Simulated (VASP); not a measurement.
Given:

```
AlC62
1.0
    7.14656     0.00000     0.00000
    0.00000     7.14656     0.00000
    0.00000     0.00000     7.14656
C Al
62 1
Cartesian
  3.56391   7.14579   0.00456
  4.43321   0.92145   0.92662
  5.33830   1.80522   0.02880
  6.22185   2.71048   0.92682
  5.33854   0.02350   1.81053
  6.22216   0.92130   2.71575
  7.13547   0.00794   0.01334
  0.86818   0.90382   0.90891
  1.76096   1.78454   7.14309
  2.64428   2.67429   0.88313
  3.56842   3.57525   0.00341
  4.46922   4.49958   0.88303
  5.35904   5.38267   7.14311
  6.23971   6.27517   0.90878
  1.76104   7.13844   1.78984
  2.64449   0.87835   2.67942
  3.46216   1.74890   1.75406
  5.39491   3.68149   1.75401
  6.26541   4.49959   2.67955
  3.56853   7.14495   3.58004
  4.46918   0.87828   4.50464
  5.39496   1.74893   3.68640
  6.26552   2.67442   4.50438
  5.35901   7.13794   5.38753
  6.23936   0.90373   6.28023
  7.14410   3.57933   0.00477
  0.87485   4.47599   0.88294
  1.78712   5.35614   7.13659
  2.66780   6.26864   0.88260
  7.11993   1.80554   1.81097
  0.88013   2.68562   2.69079
  1.76069   3.58582   1.76588
  2.63203   4.51178   2.58398
  3.55743   5.38295   1.76597
  4.45826   6.26358   2.69073
  7.14441   7.14606   3.58496
  0.87492   0.87780   4.48128
  1.76059   1.76107   3.59134
  2.63191   2.57894   4.51715
  4.56465   4.51170   4.51680
  5.38299   5.38303   3.59121
  6.26590   6.26848   4.48100
  1.78731   7.13153   5.36131
  2.66760   0.87756   6.27371
  3.55762   1.76090   5.38796
  4.45805   2.68537   6.26863
  5.38277   3.58559   5.38807
  6.26569   4.47554   6.27387
  0.00562   5.38284   1.78999
  0.88224   6.26131   2.68643
  7.14549   3.57514   3.58035
  0.90679   4.45461   4.45966
  1.80505   5.33898   3.55431
  2.68948   6.23679   4.45963
  0.00566   1.78464   5.38774
  0.88226   2.68132   6.26642
  1.80465   3.54931   5.34407
  2.68904   4.45441   6.24209
  3.59448   5.33879   5.34395
  4.46246   6.26107   6.26603
  0.01229   5.35633   5.36151
  0.89202   6.25156   6.25675
  4.01227   3.13171   3.13659
```
Cell charge -1.

Method: PBE GGA, VASP's PBE PAW potentials (set 64) (plane waves; VASP). Numerical set-up: PREC = Normal, LREAL = Auto, ISYM = 0, NELECT = 252.0, 400 eV cut-off, 1×1×1 Γ-centred mesh, Gaussian smearing of 0.050 eV, potentials C Al. Starting moments (MAGMOM): 63*0.0317. The cell's moment is fixed (NUPDOWN = 2).

At this cut-off the stress carries a Pulay error, which pulls relaxed volumes low. The cell is charged, with a uniform compensating background.  The supercell is sampled at Γ alone, which is coarse: total energies, pressure and levels can be off, energies of defects by several tenths of an eV.

Task: What does the run give for the cell moment, energy per atom (σ→0), pressure?

Result: 
```
Quantity                        Value
---------------------  --------------
cell moment                   2.00 μB
energy per atom (σ→0)  -8.665 eV/atom
pressure                     9.64 GPa
```

Task: Give the moment on each site (PAW-sphere projection).

Result: 
```tsv
site	moment (μB)
C1	0.02
C2	0.00
C3	0.01
C4	0.00
C5	0.01
C6	0.00
C7	0.01
C8	0.00
C9	0.02
C10	0.01
C11	0.00
C12	0.01
C13	0.02
C14	0.00
C15	0.02
C16	0.01
C17	0.14
C18	0.14
C19	0.01
C20	0.00
C21	0.01
C22	0.14
C23	0.01
C24	0.02
C25	0.00
C26	0.02
C27	0.02
C28	0.00
C29	0.02
C30	0.01
C31	0.00
C32	0.01
C33	0.14
C34	0.01
C35	0.00
C36	0.02
C37	0.02
C38	0.01
C39	0.14
C40	0.14
C41	0.01
C42	0.02
C43	0.00
C44	0.02
C45	0.01
C46	0.00
C47	0.01
C48	0.02
C49	0.02
C50	0.02
C51	0.00
C52	0.01
C53	0.00
C54	0.01
C55	0.02
C56	0.02
C57	0.00
C58	0.01
C59	0.00
C60	0.02
C61	0.00
C62	0.01
Al63	-0.02
```

Total energies compare only between runs with the same potentials, cut-off and functional.

The cell is a supercell with a defect, built from C (diamond): Al_C-vac_C, charge -1.
